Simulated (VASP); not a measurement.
Wanted: the native input for a VASP 6.6.1 run.

| Item | Value |
| --- | --- |
| Task | single point |
| Functional | PBE |
| Potentials or basis | VASP PAW PBE potentials, release 64 (Pt, F) |
| Cutoff | 520 eV |
| k mesh | 6 × 6 × 6 |
| Occupations | gaussian, width 0.05 eV |
| Spin | collinear spin, ferromagnetic start |
| Starting moments | [0.5, 0.0, 0.0] μB |
| Further INCAR settings | ALGO = Normal; EDIFF = 1e-07; NBANDS = 23 |

The structure of PtF2 lies in POSCAR:

```
PtF2
1.0
    0.0000000000      2.5525506100      2.5525506100
    2.5525506100      0.0000000000      2.5525506100
    2.5525506100      2.5525506100      0.0000000000
Pt F
1 2
Direct
    0.0000000000      0.0000000000      0.0000000000
    0.2500000000      0.2500000000      0.2500000000
    0.7500000000      0.7500000000      0.7500000000
```

The cell comes from a database or a generator and needn't be the stable form of this composition.

One way to write it, as run:

INCAR

```
PREC = Accurate
ENCUT = 520
EDIFF = 1E-7
ISMEAR = 0
SIGMA = 0.05
LREAL = F
LASPH = T
NELM = 60
ALGO = Normal
ISIF = 2
LWAVE = F
LCHARG = F
ISPIN = 2
MAGMOM = 0.5 0 0
LORBIT = 11
LMAXMIX = 4
GGA = PE
NBANDS = 23
```

KPOINTS

```
Automatic mesh
0
Gamma
  6 6 6
```

Potentials or basis: VASP PAW PBE potentials, release 64 (Pt, F).

Command:

```console
$ cat potpaw_PBE.64/Pt/POTCAR potpaw_PBE.64/F/POTCAR > POTCAR
$ mpirun -np 1 vasp_std > vasp.out
```

Results of the run:

| Property | Result |
| --- | --- |
| Pressure | 36.7 GPa |
| Band gap on the k mesh | none (metal or under the smearing width) |
| Net moment | 1.36 μB per cell |
| Site moments | Pt +1.02; F +0.16 μB |
| Valence electrons inside the program's atomic spheres | Pt 8.86; F 6.06 |

Caveat: a pressure of tens of GPa on the cell as given is suspect, and the run, the potentials or the cell itself is likely at fault.

It took 100 s on 1 thread of AMD EPYC 7R43 64-Core Processor (Zen 3) (shared host), peak memory 0.14 GiB.
